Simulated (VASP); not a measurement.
The input files of a VASP run:

File POSCAR:
```
P
1.0
  1.6431733043  -5.4637395629   0.0000000000
  1.6431733043   5.4637395629   0.0000000000
  0.0000000000   0.0000000000   4.4800490207
P
4
Direct
  0.0961985266   0.9038014734   0.9146348808
  0.4038014734   0.5961985266   0.4146348808
  0.5961985266   0.4038014734   0.5853651192
  0.9038014734   0.0961985266   0.0853651192
```

**INCAR**
```
SYSTEM = P
PREC = Accurate; ENCUT = 520; LREAL = .FALSE.
LASPH = .TRUE.
EDIFF = 1E-7; NELM = 100; ALGO = Normal
ISMEAR = 0; SIGMA = 0.05
GGA = 91
IBRION = 2; NSW = 30; ISIF = 4
EDIFFG = -0.01
LWAVE = .FALSE.; LCHARG = .FALSE.
```

File KPOINTS:
```
Automatic mesh
0
Gamma
7 7 5
0 0 0
```

POTCAR, in this order: P (PBE.64 set). Program: vasp_std.

Problem. Translate this PW91 calculation to Quantum ESPRESSO's pw.x.

Solution. One equivalent input (not run):
```
&CONTROL
  calculation = 'vc-relax'
  pseudo_dir = './pseudo'
  outdir = './out'
  tprnfor = .true.
  tstress = .true.
  nstep = 30
  forc_conv_thr = 0.00039
/
&SYSTEM
  ibrav = 0
  nat = 4
  ntyp = 1
  ecutwfc = 44
  occupations = 'smearing'
  smearing = 'gaussian'
  degauss = 0.003675
  input_dft = 'pw91'
/
&ELECTRONS
  conv_thr = 7.3e-09
  electron_maxstep = 100
/
&IONS
/
&CELL
  cell_dofree = 'shape'
/
ATOMIC_SPECIES
  P 30.974 P.upf
CELL_PARAMETERS angstrom
     1.6431733   -5.4637396    0.0000000
     1.6431733    5.4637396    0.0000000
     0.0000000    0.0000000    4.4800490
ATOMIC_POSITIONS crystal
  P    0.0961985  0.9038015  0.9146349
  P    0.4038015  0.5961985  0.4146349
  P    0.5961985  0.4038015  0.5853651
  P    0.9038015  0.0961985  0.0853651
K_POINTS automatic
  7 7 5 0 0 0
```
The two are equivalent in intent, not identical: the potentials are each code's own (VASP's PAW set, PseudoDojo norm-conserving files in pw.x), so ENCUT and ecutwfc are chosen apart and not converted; conv_thr bounds pw.x's estimated SCF error, while EDIFF bounds the energy change between steps; forc_conv_thr acts on force components and is met together with etot_conv_thr.

The compound is P in the black structure. This cell is one point of a volume scan, at 0.97 of the reference volume. Symmetry was kept, so distortions that lower it aren't found.
